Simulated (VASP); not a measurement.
Runs of VASP 6.6.1 on GaAs. Symmetry: F-43m, No. 216, cubic system. The conventional cell has a = 5.782 Å, b = 5.782 Å, c = 5.782 Å, α = 90.00°, β = 90.00°, γ = 90.00°. Ga (site symmetry -43m) is surrounded by 4 As at 2.50 Å. As (site symmetry -43m) has 4 Ga at 2.50 Å as nearest neighbours. The cell was built by a generator and isn't the measured one.

```tsv
level	potentials or basis	pressure (GPa)	moment (μB)
TB-mBJ	VASP PAW PBE potentials, release 64 (Ga_d, As)	-	0.00
r2SCAN	VASP PAW PBE potentials, release 64 (Ga_d, As)	-3.7	0.00
PBE	VASP PAW PBE potentials, release 64 (Ga_d, As)	(a)	0.00
LDA	VASP PAW LDA potentials, release 64 (Ga_d, As)	-5.3	0.00
```

Alike in all rows: task single point; spin non-collinear, zero start, SOC; cell as given; k mesh 8 × 8 × 8; cutoff (eV) 520; smearing gaussian 0.02 eV.

Question: Fill in the values left out.

Answer: (a) -0.9.

Caveats: the PAW data sets were made with another functional, which shifts forces and pressure a little (some runs).
